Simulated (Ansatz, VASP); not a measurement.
# SnO (Romarchite): VASP beside Ansatz

One calculation is typed for both programs; each brings its own data sets. How far apart do they land? The cell is taken from a series of runs on this material, whose earlier steps may have relaxed, scaled, displaced or heated it; both programs get it as it stands.

Program: Ansatz 0.2.0. Level of theory: plane waves, with VASP 6.6.1 beside it; relaxation of cell and atoms at LDA. Results are calculated unless marked as measured.

### 1. The starting structure

It takes space group P4/nmm (No. 129, tetragonal). Conventional cell: a = 3.766 Å, b = 3.766 Å, c = 4.659 Å, α = 90.00°, β = 90.00°, γ = 90.00°. Nearest to Sn lie 4 O at 2.20 Å. Nearest to O lie 4 Sn at 2.20 Å. Farther neighbours and most contacts between anions are not listed.

### 2. VASP: relaxation of cell and atoms, LDA, pair 1

The relaxed volume is the usual yardstick between codes: in a stiff, nearly cubic crystal its relative difference is about their pressure difference at one cell divided by the bulk modulus.

Lines of VASP's logs that name or quote its potential files are left out, and so is its time.

The input, INCAR:

```
SYSTEM = SnO
PREC = Accurate
ENCUT = 600
EDIFF = 1E-07
NELM = 120
ISMEAR = 0
SIGMA = 0.1
LREAL = .FALSE.
ALGO = Normal
GGA = CA
NBANDS = 26
LORBIT = 11
LWAVE = .FALSE.
LCHARG = .FALSE.
ISIF = 3
IBRION = 2
NSW = 80
EDIFFG = -0.005
LASPH = .TRUE.
GGA_COMPAT = .FALSE.
NELMIN = 4
KPAR = 2
```

The input, POSCAR:

```
SnO
1.0
    3.7664850000      0.0000000000      0.0000000000
    0.0000000000      3.7664850000      0.0000000000
    0.0000000000      0.0000000000      4.6592820000
Sn O
2 2
Direct
    0.5000001327      0.0000000000      0.2457631884
    0.0000000000      0.5000001327      0.7542368116
    0.0000000000      0.0000000000      0.0000000000
    0.5000001327      0.5000001327      0.0000000000
```

The input, KPOINTS:

```
Automatic mesh
0
Gamma
12 12 10
0 0 0
```

PAW data sets: Sn_d and O (LDA family, release 64).

Launch:

```bash
$ mpirun -np 2 vasp_std
```

Numbers of over 12 decimals in the logs are rounded to 6 here.

Output:

```text
[banner, memory and clock lines left out]
running    2 mpi-ranks, on    1 nodes
 distrk:  each k-point on    1 cores,    2 groups
 distr:  one band on    1 cores,    1 groups

 POSCAR found type information on POSCAR SnO
 POSCAR found :  2 types and       4 ions
 LDA part: xc-table for (Slater(with rela. corr.)+CA(PZ))
 , standard interpolation
 POSCAR, INCAR and KPOINTS ok, starting setup
 FFT: planning ... GRIDC
 FFT: planning ... GRID_SOFT
 FFT: planning ... GRID
 WAVECAR not read
 entering main loop
       N       E                     dE             d eps       ncg     rms          rms(c)
DAV:   1     0.422280049272E+03    0.42228E+03   -0.22048E+04  8890   0.262E+03
DAV:   2     0.346600928690E+02   -0.38762E+03   -0.37660E+03  9208   0.578E+02
DAV:   3    -0.262072906542E+02   -0.60867E+02   -0.59803E+02  9936   0.196E+02
DAV:   4    -0.292030496311E+02   -0.29958E+01   -0.29811E+01 10448   0.450E+01
DAV:   5    -0.292695845145E+02   -0.66535E-01   -0.66445E-01 10476   0.729E+00    0.114E+01
DAV:   6    -0.258275672291E+02    0.34420E+01   -0.17277E+01 14444   0.483E+01    0.496E+00
DAV:   7    -0.257889792923E+02    0.38588E-01   -0.19995E+00 10304   0.920E+00    0.246E+00
DAV:   8    -0.257527779270E+02    0.36201E-01   -0.38273E-01 12620   0.441E+00    0.831E-01
DAV:   9    -0.257362792474E+02    0.16499E-01   -0.67949E-02 13678   0.290E+00    0.219E-01
DAV:  10    -0.257371172420E+02   -0.83799E-03   -0.84605E-03 12906   0.854E-01    0.140E-01
DAV:  11    -0.257367210666E+02    0.39618E-03   -0.18148E-03 13378   0.448E-01    0.237E-02
DAV:  12    -0.257367484087E+02   -0.27342E-04   -0.28183E-04  9134   0.984E-02    0.287E-02
DAV:  13    -0.257367439952E+02    0.44135E-05   -0.32151E-05 13058   0.640E-02    0.263E-03
DAV:  14    -0.257367440773E+02   -0.82153E-07   -0.28912E-06 12824   0.172E-02    0.254E-03
DAV:  15    -0.257367440496E+02    0.27719E-07   -0.20662E-07  6890   0.398E-03
   1 F= -.25736744E+02 E0= -.25736184E+02  d E =-.257367E+02
[... from here on, the cycles between the ionic steps are left out ...]
   2 F= -.25736803E+02 E0= -.25736218E+02  d E =-.590079E-04
   3 F= -.25737147E+02 E0= -.25736574E+02  d E =-.402677E-03
   4 F= -.25737282E+02 E0= -.25736682E+02  d E =-.134986E-03
   5 F= -.25737399E+02 E0= -.25736742E+02  d E =-.252719E-03
   6 F= -.25737400E+02 E0= -.25736730E+02  d E =-.253567E-03
   7 F= -.25737490E+02 E0= -.25736821E+02  d E =-.894806E-04
   8 F= -.25737512E+02 E0= -.25736845E+02  d E =-.112178E-03
   9 F= -.25737498E+02 E0= -.25736832E+02  d E =-.972756E-04
  10 F= -.25737516E+02 E0= -.25736849E+02  d E =-.116146E-03
  11 F= -.25737488E+02 E0= -.25736827E+02  d E =0.286501E-04
 trial-energy change:    0.000029  1 .order    0.000031   -0.000063    0.000124
 step:   0.5536(harm=  0.5281)  dis= 0.00038  next Energy=   -25.737528 (dE=-0.111E-04)
 bond charge predicted
       N       E                     dE             d eps       ncg     rms          rms(c)
DAV:   1    -0.257377322731E+02   -0.24448E-03   -0.12086E-02 13458   0.127E+00    0.994E-02
DAV:   2    -0.257375798355E+02    0.15244E-03   -0.70442E-04 13128   0.306E-01    0.420E-02
DAV:   3    -0.257375355305E+02    0.44305E-04   -0.62996E-05 11046   0.167E-01    0.176E-02
DAV:   4    -0.257375280094E+02    0.75211E-05   -0.23876E-05 13036   0.704E-02    0.417E-03
DAV:   5    -0.257375278621E+02    0.14730E-06   -0.51398E-06 12422   0.306E-02    0.192E-03
DAV:   6    -0.257375278099E+02    0.52230E-07   -0.26686E-07  6418   0.832E-03
  12 F= -.25737528E+02 E0= -.25736863E+02  d E =-.113704E-04
 curvature:  -0.39 expect dE=-0.240E-07 dE for cont linesearch -0.715E-08
 trial: gam= 0.00000 g(F)=  0.486E-07 g(S)=  0.132E-07 ort =-0.104E-05 (trialstep = 0.137E+01)
 search vector abs. value=  0.619E-07
 reached required accuracy - stopping structural energy minimisation
```

From OUTCAR (step 2):

```text
ion  position               nearest neighbor table
   1  0.500  0.000  0.246-   3 2.20   4 2.20   4 2.20   3 2.20   2 3.51   2 3.51   2 3.51   2 3.51
                             2 3.56   2 3.56   2 3.56   2 3.56
   2  0.000  0.500  0.754-   3 2.20   4 2.20   4 2.20   3 2.20   1 3.51   1 3.51   1 3.51   1 3.51
                             1 3.56   1 3.56   1 3.56   1 3.56
   3  0.000  0.000  0.000-   1 2.20   2 2.20   1 2.20   2 2.20
   4  0.500  0.500  0.000-   1 2.20   2 2.20   1 2.20   2 2.20

  LATTYP: Found a simple tetragonal cell.
 ALAT       =     3.7664850000
 C/A-ratio  =     1.2370371845

 Subroutine GETGRP returns: Found 16 space group operations
 (whereof  8 operations were pure point group operations)

The static configuration has the point symmetry D_2d.
 The point group associated with its full space group is D_4h.

 Found    168 irreducible k-points:

   k-points           NKPTS =    168   k-points in BZ     NKDIM =    168   number of bands    NBANDS=     26

   dimension x,y,z NGX =    30 NGY =   30 NGZ =   40
   dimension x,y,z NGXF=    60 NGYF=   60 NGZF=   80

   ENCUT  =  600.0 eV  44.10 Ry    6.64 a.u.   7.52  7.52  9.31*2*pi/ulx,y,z

   NELECT =      40.0000    total number of electrons

 k-points in reciprocal lattice and weights: Automatic mesh
   0.00000000  0.00000000  0.00000000       0.001
   0.08333333  0.00000000  0.00000000       0.003
   0.16666667  0.00000000  0.00000000       0.003
   0.25000000  0.00000000  0.00000000       0.003
   0.33333333  0.00000000  0.00000000       0.003
   0.41666667  0.00000000  0.00000000       0.003
   0.50000000  0.00000000  0.00000000       0.001
   0.08333333  0.08333333  0.00000000       0.003
   0.16666667  0.08333333  0.00000000       0.006
[...]
0.50000000  0.41666667  0.50000000       0.003
   0.50000000  0.50000000  0.50000000       0.001

 average (electrostatic) potential at core
       1 -99.1510       2 -99.1509       3 -69.4019       4 -69.4019

 E-fermi :   7.6797

 k-point     1 :       0.0000    0.0000    0.0000
  band No.  band energies     occupation
    ...
     16       1.0720      2.00000
     17       4.0096      2.00000
     18       4.3343      2.00000
     19       4.3343      2.00000
     20       7.6444      1.38182
     21       9.9571      0.00000
     22      12.1121      0.00000
     23      12.1121      0.00000
     24      12.3714      0.00000
     25      13.5303      0.00000
    ...

 k-point     2 :       0.0833    0.0000    0.0000
  band No.  band energies     occupation
    ...
     16       1.1202      2.00000
     17       3.8960      2.00000
     18       4.2578      2.00000
     19       4.2682      2.00000
     20       7.6615      1.20324
     21      10.1702      0.00000
     22      11.4188      0.00000
     23      12.1584      0.00000
     24      12.6354      0.00000
     25      13.3596      0.00000
    ...

 k-point     3 :       0.1667    0.0000    0.0000
  band No.  band energies     occupation
    ...
     16       1.2627      2.00000
     17       3.6058      2.00000
     18       4.0771      2.00000
     19       4.0881      2.00000
     20       7.5752      1.86044
     21      10.6434      0.00000
     22      10.7046      0.00000
     23      12.2953      0.00000
     24      12.9083      0.00000
     25      12.9934      0.00000
    ...

  Total       -0.0002922     -0.0002922     -0.0009603      0.0000000      0.0000000      0.0000000
  in kB       -0.0071148     -0.0071148     -0.0233790      0.0000000      0.0000000      0.0000000
  external PRESSURE =      -0.0125362 kB  Pullay stress =       0.0000000 kB

  energy-cutoff  :      600.00
  volume of cell :       65.81
      direct lattice vectors                 reciprocal lattice vectors
     3.767452881  0.000000000  0.000000000     0.265431322  0.000000000  0.000000000
     0.000000000  3.767452881  0.000000000     0.000000000  0.265431322  0.000000000
     0.000000000 -0.000000000  4.636430283     0.000000000 -0.000000000  0.215683174

 POSITION                                       TOTAL-FORCE (eV/Angst)
 -----------------------------------------------------------------------------------
      1.88373     -0.00000      1.14919         0.000000      0.000000     -0.000710
      0.00000      1.88373      3.48725        -0.000000     -0.000000      0.000710
      0.00000      0.00000      0.00000        -0.000000     -0.000000      0.000000
      1.88373      1.88373      0.00000         0.000000     -0.000000      0.000000
 -----------------------------------------------------------------------------------
    total drift:                               -0.000284     -0.000777     -0.000175

  FREE ENERGIE OF THE ION-ELECTRON SYSTEM (eV)
  ---------------------------------------------------
  free  energy   TOTEN  =       -25.7375278099 eV

  energy  without entropy=      -25.7361981708  energy(sigma->0) =      -25.73686299

 reached required accuracy - stopping structural energy minimisation

 total charge
# of ion       s       p       d       tot
------------------------------------------
    1        1.254   0.842  10.092  12.187
    2        1.254   0.842  10.092  12.187
    3        1.563   3.433   0.000   4.996
    4        1.563   3.433   0.000   4.996
--------------------------------------------------
tot          5.633   8.549  20.183  34.366

[... 3 further parts left out ...]
```

### 3. Ansatz: relaxation of cell and atoms, LDA, pair 1

Ansatz runs on its default PAW (the set named soft_2) files.

The same cell, functional (in two slightly different forms), mesh and smearing now go to Ansatz, which takes its cutoff from its data sets.

The input, input.yaml:

```yaml
crystal:
  lattice:
    - [3.7664852056, 0.0, 0.0]
    - [0.0, 3.7664852056, 0.0]
    - [0.0, 0.0, 4.6592816365]
  atoms:
    - { symbol: Sn, position: [0.5, 0.0, 0.2457631398] }
    - { symbol: Sn, position: [0.0, 0.5, 0.7542368602] }
    - { symbol: O, position: [0.0, 0.0, 0.0] }
    - { symbol: O, position: [0.5, 0.5, 0.0] }
kpoints:
  mp_grid: { grid: [12, 12, 10] }
hamiltonian:
  xc: lda
scf:
  occupations: { method: gaussian, width: 0.1 }
output:
  forces: true
  stress: true
  eigenvalues: true
  write_density: true
  write_potential: true
  elf: true
  volumetric_format: npy
relax:
  adjacent_minimum: "off"
  f_tol: 0.005
  max_steps: 80
  cell: { stress_tol: 0.05 }
```

Launch:

```bash
$ ansatz run input.yaml --threads 4 --pin off --max-ram 9216MiB --backend cpu --events-out ev --progress --plain --runs-dir out
```

Output:

```text
Engine: ansatz 0.2.0, x86_64-unknown-linux-gnu
Pseudopotentials: kind: paw
Pseudopotential: Sn, paw, valence charge 14, recommended cutoff 420 eV (normal), Sn.paw.azcp
Pseudopotential: O, paw, valence charge 6, recommended cutoff 420 eV (normal), O.paw.azcp
Functional definition: SPW92
  exchange = slater_x
  correlation = pw_c
Crystal: 4 atoms, lattice volume = 66.098 Å³
Basis set: ecut = 420 eV, 1263 PW (Γ)
Bands: 24, of which v1, the nominal top of the filled ones, is band 20 counted from 1 (19 counted from 0)
Symmetry: 16 space group operations
Space group: P4/nmm (ITA 129), of the structure as read, at distance tolerance 4.0e-5 Å
k-points: 168 of 1440
Non-local potential: Sn, projectors of the file, l = 0: 2, l = 1: 2, l = 2: 2, l = 3: 2
Non-local potential: O, projectors of the file, l = 0: 2, l = 1: 2, l = 2: 1
PAW form: soft (Blöchl's): semilocal exchange-correlation on the pseudo side does not see the compensation charge
PAW frozen core: Sn, regenerated for the run's functional, and the local potential with it (the file was generated under x = pbe(κ = 0.804, μ = 0.219515), c = pbe(β = 0.066725))
PAW frozen core: O, regenerated for the run's functional, and the local potential with it (the file was generated under x = pbe(κ = 0.804, μ = 0.219515), c = pbe(β = 0.066725))
PAW one-centre angular grid: Sn, 590 points (default); XC on 64 Gauss nodes
PAW one-centre angular grid: O, 110 points (default); XC on 64 Gauss nodes
Initial density: superposition of atomic densities (neutral atoms: chi_scale 0, normalization atom), corrected by the library's trained network
Initial wavefunctions: pseudopotential atomic-orbital guess
Functional: x = slater, c = lda
SCF iter   1: F=—  HF=-12869.858026 eV  |F-HF|=—  |Δ(HF+E_count)|=         —  Δρ=1.56e-2  dr2=1.31e-1  ethr=1.77e-3  ⟨swp⟩=5.7  Hψ=17775  notcnv=0
preconditioner: auto → Kerker (q_TF=auto, 2.509 Å⁻¹)  [metal: Δε(μ)=0.061 eV  Ē_g=18.084 eV  σ=0.100 eV  W_gap=0.32  n_scr=18 (ndim 8)  ℏωp=28.9 eV  f_vac=0.010  D(μ)=0.27/eV (n_scr^D=0)]
SCF iter   2: F=—  HF=-12869.825381 eV  |F-HF|=—  |Δ(HF+E_count)|=   3.26e-2  Δρ=4.31e-3  dr2=6.58e-3  ethr=3.28e-4  ⟨swp⟩=2.2  Hψ=7133  notcnv=0
preconditioner: auto → Resta (q_TF=auto, 2.509 Å⁻¹)  ε∞=3.5  [insulator: Δε(μ)=0.134 eV  Ē_g=18.135 eV  σ=0.100 eV  W_gap=0.59  n_scr=18 (ndim 8)  ℏωp=28.9 eV  f_vac=0.009  D(μ)=0.20/eV (n_scr^D=0)  ε∞_Penn≈3.5]
SCF iter   3: F=—  HF=-12869.823495 eV  |F-HF|=—  |Δ(HF+E_count)|=   1.89e-3  Δρ=1.94e-3  dr2=1.55e-3  ethr=1.65e-5  ⟨swp⟩=2.5  Hψ=7390  notcnv=0
SCF iter   4: F=—  HF=-12869.822991 eV  |F-HF|=—  |Δ(HF+E_count)|=   5.04e-4  Δρ=2.56e-4  dr2=5.09e-5  ethr=3.87e-6  ⟨swp⟩=2.2  Hψ=7323  notcnv=0
SCF iter   5: F=—  HF=-12869.822986 eV  |F-HF|=—  |Δ(HF+E_count)|=   5.19e-6  Δρ=6.60e-5  dr2=3.36e-6  ethr=1.27e-7  ⟨swp⟩=2.1  Hψ=5484  notcnv=0
SCF iter   6: F=-12869.822986 eV  HF=-12869.822986 eV  |F-HF|=1.61e-8  |Δ(HF+E_count)|=   4.49e-8  Δρ=1.08e-5  dr2=8.66e-8  ethr=2.50e-10  ⟨swp⟩=8.2  Hψ=30200  notcnv=0
SCF 1 converged in 6 iterations: F = -12869.822986 eV  dr2 = 8.66e-8
  greatest PAW one-centre occupation: 0.995 electrons in one spin orbital (limit 2), on the Sn atom at site 1 (counted from 0), in its partial waves of l = 2
relax step   1: F+E_penalty+E_count = -12869.82298600 eV  Δ(F+E_penalty+E_count) = +0.000e0 eV  max|allowed force component| = 7.268e-3 eV/Å  Δτ_max = 0.0000 Å  P = -0.000 GPa  Ω = 66.098 Å³  (6 SCF iters, dr2 threshold 1.00e-7 eV, accepted)
[...]
relax step   2: F+E_penalty+E_count = -12869.82275456 eV  Δ(F+E_penalty+E_count) = +2.314e-4 eV  max|allowed force component| = 1.199e-2 eV/Å  Δτ_max = 0.0015 Å  P = +0.004 GPa  Ω = 66.153 Å³  energy of the carried Pulay correction = -2.257e-4 eV  (6 SCF iters, rejected (line search))
[...]
relax step   3: F+E_penalty+E_count = -12869.82294414 eV  Δ(F+E_penalty+E_count) = +4.186e-5 eV  max|allowed force component| = 1.771e-4 eV/Å  Δτ_max = 0.0004 Å  P = +0.003 GPa  Ω = 66.110 Å³  energy of the carried Pulay correction = -4.829e-5 eV  (6 SCF iters, accepted)
[...]
relax step   4: F+E_penalty+E_count = -12869.82303798 eV  Δ(F+E_penalty+E_count) = -9.383e-5 eV  max|allowed force component| = 1.639e-4 eV/Å  Δτ_max = 0.0000 Å  P = +0.004 GPa  Ω = 66.110 Å³  stress off target by 1.70e-2 GPa  SCF on the basis re-selected at this cell (its energy is not comparable with the rows above)  (9 SCF iters)
basis re-selected at this cell: Δ(F+E_penalty+E_count) = -9.383e-5 eV, ΔP = +0.001 GPa vs the last step (what re-selecting the basis moved, of the pressure what is left beyond the Pulay correction that the steps carried, after the strain that the cell walked since its last selection, with what the two solves' SCF thresholds leave and, on support functions, any second-order correction that the steps lacked; it is no m [...]
SCF converged after 9 iterations
Free energy (F): -12869.823038 eV
Harris-Foulkes:  -12869.823038 eV  (|F-HF|=1.82e-12)
Internal energy: -12869.822009 eV  (E = F + TS)
E sigma→0 (E₀):  -12869.822524 eV
Entropy (-TS):   -0.001028 eV (-0.257 meV/atom)
Fermi energy:    10.528401 eV
--- Per-component energies (eV) ---
  E_band       = -165.675621
  E_kinetic    = 726.228013
  E_local      = -2507.711602  (includes V_loc(G=0)·N_el)
  E_nonlocal   = 44.934539
  E_hartree    = 1370.149471
  E_xc         = -903.718705
  E_vxc        = -384.611876  (∫ρ·V_xc dr)
  E_paw        = -8284.839840  (= ΣΔE_a)
  E_vpaw       = -784.818594  (= ΣTr[D̂ρ^β])
  E_aug_tail   = 0.004959  (compensation charges beyond the density's cutoff)
  E_ewald      = -3315.912483
  E_core_change = 1.043639  (= ΣΔE_core)
  E_smearing   = -0.001028  (= −TS)
  E_closure    = -0.000000  (closes the sum)
  Σ components = -12869.823038   (vs F -12869.823038, Δ=0.00e0)
--- Forces (eV/Å), atoms counted from 1 ---
  atom   1  Sn     0.00000000     0.00000000     0.00016388
  atom   2  Sn    -0.00000000    -0.00000000    -0.00016388
  atom   3  O     -0.00000000     0.00000000    -0.00000000
  atom   4  O      0.00000000    -0.00000000     0.00000000
  max |Σ_I F_I| component: 0.00e0 eV/Å
--- Stress (GPa, compression-positive) ---
        0.014573       0.000000      -0.000000
        0.000000       0.014573      -0.000000
       -0.000000      -0.000000      -0.017008
  P = ⅓ Tr σ = 0.0040 GPa (0.040 kbar)
--- Band table (eV; the first three rows and the last of 168) ---
  k-point 0: bands = [... 16 lower, 6.8684, 7.1827, 7.1827, 10.4810, 12.7995, 15.0159, 15.0159, 15.1485]
  k-point 1: bands = [... 16 lower, 6.8603, 7.1810, 7.1810, 10.4311, 12.6044, 14.6475, 14.6475, 15.1862]
  k-point 2: bands = [... 16 lower, 6.8365, 7.1767, 7.1767, 10.2127, 12.2477, 14.0624, 14.0624, 15.0266]
  k-point 167: bands = [... 16 lower, 7.5442, 7.5442, 7.8732, 7.8732, 12.7463, 12.7463, 14.8407, 14.8407]
--- Relaxed structure (3 steps of the walk, 2 accepted, 1 SCFs on fresh bases) ---
  F+E_penalty+E_count = -12869.82303798 eV   max|allowed force component| = 1.639e-4 eV/Å   (the final SCF, on the basis selected at the relaxed cell)
  cell:  # Å, volume = 66.1101 Å³
    - [3.767187, 0, 0]
    - [0, 3.767187, 0]
    - [0, 0, 4.658366]
  atoms:
    - { symbol: Sn, position: [0.5, 0, 0.245673] }
    - { symbol: Sn, position: [0, 0.5, 0.754327] }
    - { symbol: O, position: [0, 0, 0] }
    - { symbol: O, position: [0.5, 0.5, 0] }
```

### 4. Comparison

Known differences besides the potentials themselves: the two LDA forms differ slightly; the cutoff is 420 eV in Ansatz and 600 eV in VASP; VASP's log shows a relativistic correction to its local exchange, Ansatz's none; Ansatz adds a Pulay correction to the stress that steers its cell, VASP none. Total energies have different zeros and are not compared.

The two programs side by side:

```csv
quantity,Ansatz,VASP,difference
volume (Å³),66.11,65.81,+0.46 %
"edge a after relaxation, in the typed setting (Å)",3.767,3.768,-0.01 %
"edge c after relaxation, in the typed setting (Å)",4.658,4.636,+0.47 %
```

(Part 1 of 2 ends here.)

[Lines on the potential files, build, host, timing and source positions are cut from VASP's logs without a mark.]

[Logs are printed without paths, hosts, clocks, repeated set-up lines and the standing remarks that a program may print on its own settings, such as how far it seeks lower states.]

[Hosts, paths, dates, database ids (printed as entryN), source tags and the programs' standing remarks are cut or masked in the printed files.]
